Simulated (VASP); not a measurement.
Given:

```yaml
crystal:
  lattice:
    - [0.00000, 3.59123, 3.59123]
    - [3.59123, 0.00000, 3.59123]
    - [3.59123, 3.59123, 0.00000]
  atoms:
    - { symbol: K, position: [0.00000, 0.00000, 0.00000] }
    - { symbol: I, position: [0.50000, 0.50000, 0.50000] }
```

All values below come from PW91 GGA, VASP's PBE PAW potentials (set 64) (plane waves; VASP 6.6.1). Run with 520 eV cut-off, 6×6×6 Γ-centred mesh, Gaussian smearing of 0.050 eV, potentials K_sv I.

Unless said otherwise, spin-orbit coupling is left out, though it shifts the bands of the heavy elements here.

Question: Predict the energy per atom (σ→0), band gap (on the k-mesh) with the smallest direct gap where there is one.

Answer: 
```
Quantity                                     Result
-----------------------------------  --------------
band gap (on the k-mesh)                    3.87 eV
smallest direct gap (on the k-mesh)         3.87 eV
energy per atom (σ→0)                -2.810 eV/atom
```

The compound is KI in the rock salt structure. It was relaxed first. The start is the result of an earlier pass.
